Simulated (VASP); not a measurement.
Write the native input for VASP 6.6.1 that does the following.

```yaml
Task: relaxation of cell and atoms
Functional: PBE
Potentials_or_basis: VASP PAW PBE potentials, release 64 (Ga_d, Ge_d, Se)
Cutoff: 520 eV
k_mesh: 4 × 4 × 2
Occupations: gaussian, width 0.15 eV
Spin: no spin polarisation
Further_INCAR_settings: PREC = Normal; ALGO = Fast; EDIFF = 0.0001; IBRION = 2; EDIFFG = -0.08; NSW = 24; ISIF = 3
```

The structure of Ga2GeSe2 lies in POSCAR:

```
Ga2GeSe2
1.0
    4.1971910700      0.0000000000      0.0000000000
   -2.0985955400      3.6348740900      0.0000000000
    0.0000000000      0.0000000000      8.3810831900
Ga Ge Se
2 1 2
Direct
    0.3333333300      0.6666666700      0.1383472400
    0.3333333300      0.6666666700      0.8616527600
    0.0000000000      0.0000000000      0.0000000000
    0.0000000000      0.0000000000      0.3191296300
    0.0000000000      0.0000000000      0.6808703700
```

The cell was built by a generator and needn't be a form met in nature.

One way to write it, as run:

INCAR

```
PREC     = Normal         # precision mode
ENCUT    = 520            # plane-wave cutoff, eV
EDIFF    = 1E-4           # SCF threshold, eV
ISMEAR   = 0              # smearing method
SIGMA    = 0.15           # smearing width, eV
LREAL    = False          # projectors in reciprocal space
LASPH    = True           # aspherical terms in the spheres
NELM     = 60             # most SCF steps
ALGO     = Fast           # electronic algorithm
ISIF     = 3              # what is computed and relaxed
LWAVE    = False          # write WAVECAR
LCHARG   = False          # write CHGCAR
GGA      = PE             # functional
IBRION   = 2              # ionic algorithm
NSW      = 24             # ionic steps
EDIFFG   = -0.08          # ionic threshold
```

KPOINTS

```
Automatic mesh
0
Gamma
  4 4 2
```

Potentials or basis: VASP PAW PBE potentials, release 64 (Ga_d, Ge_d, Se).

Command:

```sh
$ cat potpaw_PBE.64/Ga_d/POTCAR potpaw_PBE.64/Ge_d/POTCAR potpaw_PBE.64/Se/POTCAR > POTCAR
$ mpirun -np 1 vasp_std > vasp.out
```

It gave:

| Item | Value |
| --- | --- |
| Relaxed volume | 23.76 Å³/atom |
| Relaxed cell | a = 3.746 Å, b = 3.746 Å, c = 9.775 Å, α = 90.00°, β = 90.00°, γ = 120.00° |
| Space group after relaxing (to 0.05 Å) | P-6m2 (No. 187) |
| Energy gained by relaxing | 420.0 meV/atom |
| Ionic steps | 13 |
| Pressure after relaxing | -0.2 GPa |
| Largest force after relaxing | 0.068 eV/Å |
| Band gap on the k mesh | none (metal or under the smearing width) |

Caveat: the k mesh is coarse (spacing up to 0.43 Å⁻¹), so the values aren't converged; this functional lacks dispersion, which binds the layers, so the pressure and a relaxed spacing across them are unreliable; the relaxation stopped at a loose force limit of 0.08 eV/Å, so its end isn't a converged minimum.

It took 120 s on 1 thread of Intel(R) Xeon(R) Platinum 8488C (Sapphire Rapids) (shared host), peak memory 0.19 GiB.
